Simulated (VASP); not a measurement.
Method: LDA (Ceperley-Alder, Perdew-Zunger), VASP's LDA PAW potentials (set 64) (plane waves; VASP).

Input for VASP

File KPOINTS:
```
Automatic mesh
0
Gamma
16 16 16
0 0 0
```

INCAR:
```
SYSTEM = Nb
PREC = Accurate; ENCUT = 500; LREAL = .FALSE.
LASPH = .TRUE.
EDIFF = 1E-6; NELM = 100; ALGO = Normal
LMAXMIX = 4
ISMEAR = 1; SIGMA = 0.1
IBRION = 2; NSW = 40; ISIF = 3
EDIFFG = -0.02; PSTRESS = 200
LWAVE = .FALSE.; LCHARG = .FALSE.
```

POSCAR:
```
Nb
1
   -1.5985775235     1.5985775235     1.5985775235
    1.5985775235    -1.5985775235     1.5985775235
    1.5985775235     1.5985775235    -1.5985775235
Nb
1
Direct
  0.0000000000   0.0000000000   0.0000000000
```

POTCAR, in this order: Nb_sv (LDA.64 set). Program: vasp_std.

Output of the run:

### OSZICAR
```
       N       E                     dE             d eps       ncg     rms          rms(c)
DAV:   1     0.120265998503E+03    0.12027E+03   -0.74271E+03  2932   0.129E+03
DAV:   2    -0.569804286234E+01   -0.12596E+03   -0.12287E+03  3140   0.469E+02
DAV:   3    -0.113499534279E+02   -0.56519E+01   -0.52925E+01  4562   0.852E+01
DAV:   4    -0.115996094354E+02   -0.24966E+00   -0.24777E+00  4392   0.157E+01
DAV:   5    -0.116071656432E+02   -0.75562E-02   -0.75453E-02  4306   0.231E+00    0.825E+00
DAV:   6    -0.112723435755E+02    0.33482E+00   -0.65432E-01  4538   0.113E+01    0.305E+00
DAV:   7    -0.112313538041E+02    0.40990E-01   -0.20341E-01  4596   0.617E+00    0.889E-01
DAV:   8    -0.112352706973E+02   -0.39169E-02   -0.12508E-02  3452   0.165E+00    0.364E-02
DAV:   9    -0.112353322540E+02   -0.61557E-04   -0.94713E-04  5054   0.359E-01    0.430E-02
DAV:  10    -0.112353412399E+02   -0.89860E-05   -0.16047E-05  3530   0.512E-02    0.244E-02
DAV:  11    -0.112353386029E+02    0.26370E-05   -0.88887E-06  3386   0.628E-02    0.352E-03
DAV:  12    -0.112353385858E+02    0.17106E-07   -0.16944E-07  1810   0.495E-03
   1 F= -.91955718E+01 E0= -.91956935E+01  d E =-.919557E+01
       N       E                     dE             d eps       ncg     rms          rms(c)
DAV:   1    -0.141413165295E+02   -0.29060E+01   -0.10727E+02  3618   0.183E+02    0.190E+01
DAV:   2    -0.110742962476E+02    0.30670E+01   -0.60851E+00  4322   0.400E+01    0.450E+00
DAV:   3    -0.106639131660E+02    0.41038E+00   -0.24865E+00  4506   0.207E+01    0.365E+00
DAV:   4    -0.107454223467E+02   -0.81509E-01   -0.10587E-01  4386   0.309E+00    0.156E+00
DAV:   5    -0.107985253244E+02   -0.53103E-01   -0.22534E-01  5158   0.410E+00    0.603E-01
DAV:   6    -0.107943351594E+02    0.41902E-02   -0.91385E-03  4456   0.108E+00    0.111E-01
DAV:   7    -0.107947321363E+02   -0.39698E-03   -0.16194E-03  4592   0.458E-01    0.203E-02
DAV:   8    -0.107947441527E+02   -0.12016E-04   -0.12972E-04  4000   0.891E-02    0.112E-02
DAV:   9    -0.107947452129E+02   -0.10603E-05   -0.35195E-06  3160   0.186E-02    0.411E-03
DAV:  10    -0.107947451572E+02    0.55723E-07   -0.31754E-07  1616   0.901E-03
   2 F= -.90461107E+01 E0= -.90458255E+01  d E =0.149461E+00
       N       E                     dE             d eps       ncg     rms          rms(c)
DAV:   1    -0.130715828378E+02   -0.22768E+01   -0.60261E+01  3462   0.137E+02    0.117E+01
DAV:   2    -0.112571232311E+02    0.18145E+01   -0.49807E+00  4482   0.338E+01    0.329E+00
DAV:   3    -0.110870616632E+02    0.17006E+00   -0.15410E+00  4482   0.146E+01    0.181E+00
DAV:   4    -0.111143769377E+02   -0.27315E-01   -0.31650E-02  3378   0.207E+00    0.139E+00
DAV:   5    -0.111763008933E+02   -0.61924E-01   -0.11497E-01  4910   0.283E+00    0.474E-01
DAV:   6    -0.111781404745E+02   -0.18396E-02   -0.29964E-03  3496   0.583E-01    0.327E-01
DAV:   7    -0.111792557526E+02   -0.11153E-02   -0.19067E-03  4886   0.589E-01    0.525E-02
DAV:   8    -0.111792536310E+02    0.21216E-05   -0.61844E-05  3764   0.903E-02    0.217E-02
DAV:   9    -0.111792559157E+02   -0.22847E-05   -0.63112E-06  3220   0.425E-02    0.407E-03
DAV:  10    -0.111792558471E+02    0.68522E-07   -0.28752E-07  1680   0.823E-03
   3 F= -.92167100E+01 E0= -.92167797E+01  d E =-.211382E-01
       N       E                     dE             d eps       ncg     rms          rms(c)
DAV:   1    -0.111758124819E+02    0.34434E-02   -0.20436E-02  3588   0.251E+00    0.225E-01
DAV:   2    -0.111752087659E+02    0.60372E-03   -0.14277E-03  4428   0.587E-01    0.574E-02
DAV:   3    -0.111751444976E+02    0.64268E-04   -0.48221E-04  4482   0.270E-01    0.383E-02
DAV:   4    -0.111751600347E+02   -0.15537E-04   -0.17206E-05  3724   0.449E-02    0.203E-02
DAV:   5    -0.111751728469E+02   -0.12812E-04   -0.42603E-05  5058   0.510E-02    0.723E-03
DAV:   6    -0.111751725612E+02    0.28564E-06   -0.64208E-07  1856   0.108E-02
   4 F= -.92167740E+01 E0= -.92168445E+01  d E =-.212022E-01
```

**OUTCAR**
```
------------------------ aborting loop because EDIFF is reached ----------------------------------------
  FORCE on cell =-STRESS in cart. coord.  units (eV):
  Direction    XX          YY          ZZ          XY          YZ          ZX
  --------------------------------------------------------------------------------------
  Total        1.9542221      1.9542221      1.9542221      0.0000000      0.0000000      0.0000000
  in kB      199.5734881    199.5734881    199.5734881      0.0000000      0.0000000      0.0000000
  external PRESSURE =      -0.4265119 kB  Pullay stress =     200.0000000 kB
  volume of cell :       15.69
      direct lattice vectors                 reciprocal lattice vectors
    -1.577032188  1.577032188  1.577032188     0.000000000  0.317051233  0.317051233
     1.577032188 -1.577032188  1.577032188     0.317051233  0.000000000  0.317051233
     1.577032188  1.577032188 -1.577032188     0.317051233  0.317051233  0.000000000
 POSITION                                       TOTAL-FORCE (eV/Angst)
 -----------------------------------------------------------------------------------
      0.00000      0.00000      0.00000        -0.000000     -0.000000      0.000000
 -----------------------------------------------------------------------------------
    total drift:                               -0.000000     -0.000000      0.000000
  FREE ENERGIE OF THE ION-ELECTRON SYSTEM (eV)
  ---------------------------------------------------
  free  energy   TOTEN  =       -11.1751725612 eV

  energy  without entropy=      -11.1753838857  energy(sigma->0) =      -11.17524300
  enthalpy is  TOTEN    =        -9.2167740172 eV   P V=        1.9583985440

 reached required accuracy - stopping structural energy minimisation
```
(Selected blocks of OUTCAR.)

**CONTCAR**
```
Nb
   1.00000000000000
    -1.5770321882869440    1.5770321882869440    1.5770321882869440
     1.5770321882869440   -1.5770321882869440    1.5770321882869440
     1.5770321882869440    1.5770321882869440   -1.5770321882869440
  Nb
     1
Direct
     0.0000000000000000    0.0000000000000000    0.0000000000000000
```

Energy and stress use the plane-wave basis of the starting cell.

The compound is Nb in the bcc structure. This run relaxes it under an external pressure of 20 GPa. Symmetry was kept, so distortions that lower it aren't found.
